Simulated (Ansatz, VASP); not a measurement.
# Cross-check of TlIO3 between VASP and Ansatz, part 2 of 2

One calculation is typed for both programs; each brings its own data sets. How far apart do they land? The cell is taken from a series of runs on this material, whose earlier steps may have relaxed, scaled, displaced or heated it; both programs get it as it stands.

VASP 6.6.1 and Ansatz 0.2.0.

So far: Set-up; VASP: G0W0 gap, PBEsol.

## Step 3: Ansatz: G0W0 gap, PBEsol

Level of this step: Ansatz beside VASP: Kohn-Sham DFT, plane waves, PBEsol (Ansatz).

Ansatz runs on its default PAW (the set named soft_2) files.

The same cell, functional and mesh now go to Ansatz, which takes its cutoff from its data sets.

Input file input.yaml:

```yaml
crystal:
  lattice:
    - [3.1507925805, 1.8191109445, 2.6554335853]
    - [-3.1507925805, 1.8191109445, 2.6554335853]
    - [0.0, -3.638221889, 2.6554335853]
  atoms:
    - { symbol: Tl, position: [0.00875085, 0.00875085, 0.00875085] }
    - { symbol: I, position: [0.50186733, 0.50186733, 0.50186733] }
    - { symbol: O, position: [0.90328765, 0.46189709, 0.46189709] }
    - { symbol: O, position: [0.46189709, 0.90328765, 0.46189709] }
    - { symbol: O, position: [0.46189709, 0.46189709, 0.90328765] }
kpoints:
  mp_grid: { grid: [2, 2, 2] }
hamiltonian:
  xc: pbesol
scf:
  occupations: { method: fixed }
gw:
  n_empty_bands: 60
  ecut_chi: 114.29
  qp_bands: [v2, c2]
  qp_kpoints: [[0.5, 0.5, 0.5], [0.0, 0.0, 0.0]]
  screening: { model: contour_deformation }
```

Started as:

```sh
$ ansatz run input.yaml --threads 4 --pin off --max-ram 7372MiB --backend cpu --events-out ev --progress --plain --runs-dir out
```

Numbers of over 12 decimals in the logs are rounded to 6 here.

Output:

```text
Engine: ansatz 0.2.0, aarch64-unknown-linux-gnu
Pseudopotentials: kind: paw
Pseudopotential: Tl, paw, valence charge 13, recommended cutoff 420 eV (normal), Tl.paw.azcp
Pseudopotential: I, paw, valence charge 17, recommended cutoff 420 eV (normal), I.paw.azcp
Pseudopotential: O, paw, valence charge 6, recommended cutoff 420 eV (normal), O.paw.azcp
Functional definition: PBEsol
  exchange = pbesol_x
  correlation = pbesol_c
Crystal: 5 atoms, lattice volume = 91.320 Å³
Basis set: ecut = 420 eV, 1779 PW (Γ)
Bands: 29, of which v1, the nominal top of the filled ones, is band 24 counted from 1 (23 counted from 0)
Symmetry: 6 space group operations
Space group: R3m (ITA 160), of the structure as read, at distance tolerance 4.5e-5 Å
k-points: 4 of 8
Non-local potential: Tl, projectors of the file, l = 0: 2, l = 1: 2, l = 2: 2, l = 3: 1
Non-local potential: I, projectors of the file, l = 0: 2, l = 1: 2, l = 2: 2, l = 3: 2
Non-local potential: O, projectors of the file, l = 0: 2, l = 1: 2, l = 2: 1
PAW form: soft (Blöchl's): semilocal exchange-correlation on the pseudo side does not see the compensation charge
PAW frozen core: Tl, regenerated for the run's functional, and the local potential with it (the file was generated under x = pbe(κ = 0.804, μ = 0.219515), c = pbe(β = 0.066725))
PAW frozen core: I, regenerated for the run's functional, and the local potential with it (the file was generated under x = pbe(κ = 0.804, μ = 0.219515), c = pbe(β = 0.066725))
PAW frozen core: O, regenerated for the run's functional, and the local potential with it (the file was generated under x = pbe(κ = 0.804, μ = 0.219515), c = pbe(β = 0.066725))
PAW one-centre angular grid: Tl, 590 points (default); XC on 64 Gauss nodes
PAW one-centre angular grid: I, 590 points (default); XC on 64 Gauss nodes
PAW one-centre angular grid: O, 110 points (default); XC on 64 Gauss nodes
Initial density: superposition of atomic densities (neutral atoms: chi_scale 0, normalization atom), corrected by the library's trained network
Initial wavefunctions: pseudopotential atomic-orbital guess
Functional: x = pbesol(κ = 0.804, μ = 0.123457), c = pbesol(β = 0.046)
SCF iter   1: F=—  HF=-20405.234895 eV  |F-HF|=—  |Δ(HF+E_count)|=         —  Δρ=1.47e-2  dr2=1.59e-1  ethr=1.77e-3  ⟨swp⟩=5.0  Hψ=549  notcnv=0  defer=10
preconditioner: auto → Resta (q_TF=auto, 2.451 Å⁻¹)  ε∞=4.7  [insulator: Δε(μ)=2.656 eV  Ē_g=12.396 eV  n_scr=26 (ndim 8)  ℏωp=24.0 eV  f_vac=0.036  ε∞_Penn≈4.7]
SCF iter   2: F=—  HF=-20405.197333 eV  |F-HF|=—  |Δ(HF+E_count)|=   3.76e-2  Δρ=4.33e-3  dr2=7.82e-3  ethr=3.31e-4  ⟨swp⟩=3.0  Hψ=216  notcnv=0  defer=11
SCF iter   3: F=—  HF=-20405.196040 eV  |F-HF|=—  |Δ(HF+E_count)|=   1.29e-3  Δρ=1.90e-3  dr2=1.59e-3  ethr=1.63e-5  ⟨swp⟩=2.8  Hψ=182  notcnv=0  defer=11
SCF iter   4: F=—  HF=-20405.196009 eV  |F-HF|=—  |Δ(HF+E_count)|=   3.08e-5  Δρ=2.83e-4  dr2=9.67e-5  ethr=3.30e-6  ⟨swp⟩=3.0  Hψ=193  notcnv=0  defer=12
SCF iter   5: F=—  HF=-20405.196024 eV  |F-HF|=—  |Δ(HF+E_count)|=   1.44e-5  Δρ=5.18e-5  dr2=4.89e-6  ethr=2.01e-7  ⟨swp⟩=2.2  Hψ=163  notcnv=0  defer=12
SCF iter   6: F=—  HF=-20405.196025 eV  |F-HF|=—  |Δ(HF+E_count)|=   1.19e-6  Δρ=1.72e-5  dr2=2.34e-7  ethr=1.02e-8  ⟨swp⟩=2.0  Hψ=202  notcnv=0  defer=12
SCF iter   7: F=-20405.196025 eV  HF=-20405.196025 eV  |F-HF|=2.16e-8  |Δ(HF+E_count)|=   6.04e-8  Δρ=4.62e-6  dr2=2.28e-8  ethr=2.08e-10  ⟨swp⟩=10.2  Hψ=477  notcnv=0
SCF 1 converged in 7 iterations: F = -20405.196025 eV  dr2 = 2.28e-8
  greatest PAW one-centre occupation: 1.000 electrons in one spin orbital (limit 2), on the I atom at site 1 (counted from 0), in its partial waves of l = 2
NSCF: frozen V_eff on 4 k-points
G₀W₀ screening: q 1/4
[... further progress lines ...]
NSCF: frozen V_eff on 1 k-points
NSCF: frozen V_eff on 1 k-points
[...]
SCF converged after 7 iterations
Free energy (F): -20405.196025 eV
Harris-Foulkes:  -20405.196025 eV  (|F-HF|=2.16e-8)
Internal energy: -20405.196025 eV  (E = F + TS)
E sigma→0 (E₀):  -20405.196025 eV
Fermi energy:    6.084801 eV
--- Per-component energies (eV) ---
  E_band       = -446.426361
  E_kinetic    = 1045.662520
  E_local      = -4151.162980  (includes V_loc(G=0)·N_el)
  E_nonlocal   = 376.182599
  E_hartree    = 1811.869538
  E_xc         = -574.302850
  E_vxc        = -550.304947  (∫ρ·V_xc dr)
  E_paw        = -15206.878571  (= ΣΔE_a)
  E_vpaw       = -790.551364  (= ΣTr[D̂ρ^β])
  E_aug_tail   = 0.007522  (compensation charges beyond the density's cutoff)
  E_ewald      = -3707.130075
  E_core_change = 0.556271  (= ΣΔE_core)
  E_smearing   = -0.000000  (= −TS)
  E_closure    = 0.000000  (closes the sum)
  Σ components = -20405.196025   (vs F -20405.196025, Δ=0.00e0)
--- Band table (eV) ---
  k-point 0: bands = [... 20 lower, 4.6305, 4.6305, 4.6958, 4.9824, 12.4948, 12.7817, 12.7817, 13.1823, ... 1 higher]
  k-point 1: bands = [... 20 lower, 4.7950, 4.9826, 4.9964, 5.8788, 9.9871, 10.4296, 12.3647, 12.5254, ... 1 higher]
  k-point 2: bands = [... 20 lower, 4.6061, 5.2533, 5.3751, 5.8475, 9.4840, 10.0578, 11.5301, 11.6491, ... 1 higher]
  k-point 3: bands = [... 20 lower, 5.1373, 5.1373, 5.4919, 6.0848, 8.7784, 8.7784, 9.7694, 12.2054, ... 1 higher]
--- G₀W₀: contour deformation, 6 samples at zero and on the imaginary axis and 1 off it, 8 q-points, 60 empty bands' worth ---
  eigenvalues of the whole cell's RPA ε∞ on this k-mesh (on a slab, of 1 + 4πα/V) = 4.9728, 6.3291, 6.3291; static W/v taken at q = 0 is 0.171513
    ik  band        ε_KS         Σx   Σc(E_QP)       V_xc       Z   E_QP_lin       E_QP  E_QP is
     0    23      4.6958   -24.4622     5.0725   -19.2499  0.7055     4.5556     4.5560  root
     0    24      4.9824   -25.2813     5.5903   -19.5072  0.7019     4.7978     4.7987  root
     0    25     12.4948    -7.1296    -3.8154   -12.1186  0.7939    13.6944    13.6684  root
     0    26     12.7817   -11.1229    -3.8616   -16.4191  0.7500    14.2791    14.2164  root
     3    23      5.4919   -25.9417     5.4917   -20.3438  0.7068     5.3854     5.3857  root
     3    24      6.0848   -22.4388     3.4763   -18.8292  0.7528     5.9513     5.9516  root
     3    25      8.7784   -11.6363    -3.2246   -16.1334  0.7797    10.0789    10.0509  root
     3    26      8.7784   -11.6363    -3.2246   -16.1334  0.7797    10.0789    10.0509  root
```

The column dr2 measures how far the density is from self-consistency, as an energy; F and HF (Harris–Foulkes) agree once it is small.

## Step 4: Side by side

Known differences besides the potentials themselves: fixed occupations in Ansatz, narrow Gaussian smearing in VASP; the data sets hold 48 valence electrons in Ansatz (on its default PAW (the set named soft_2) files) and 40 in VASP; the cutoff is 420 eV in Ansatz and 440 eV in VASP; Ansatz makes its cores anew for this functional, VASP keeps those of its PBE data sets; VASP leaves aspherical gradient terms in its spheres out (LASPH is not set), Ansatz keeps them; Ansatz integrates over frequency by contour deformation, VASP on a grid of NOMEGA points; Ansatz's G0W0 levels solve the quasiparticle equation, VASP's are linearised. Total energies have different zeros and are not compared.

The two programs side by side:

| quantity | Ansatz | VASP | difference |
| --- | --- | --- | --- |
| G0W0 gap on the mesh (eV) | 4.10 | 4.47 | -0.37 |
| Kohn-Sham gap under it (eV) | 2.69 | 2.66 | +0.03 |

VASP's log warns that its frequency grid doesn't suit quasiparticle energies on this mesh.

## Step 5: Outcome

```
difference in G0W0 gap on the mesh (G0W0 gap, PBEsol) : -0.37 eV
```

The difference in G0W0 gap on the mesh is -0.37 eV (G0W0 gap, PBEsol). The data sets hold unlike numbers of valence electrons (48 in Ansatz and 40 in VASP), so part of the differences comes from the potentials. Part of the difference in the G0W0 gap can come from VASP's linearised levels. How closely two codes agree says nothing of how well the functional describes the real material.

[Lines on the potential files, build, host, timing and source positions are cut from VASP's logs without a mark.]

[Logs are printed without paths, hosts, clocks, repeated set-up lines and the standing remarks that a program may print on its own settings, such as how far it seeks lower states.]

[Hosts, paths, dates, database ids (printed as entryN), source tags and the programs' standing remarks are cut or masked in the printed files.]
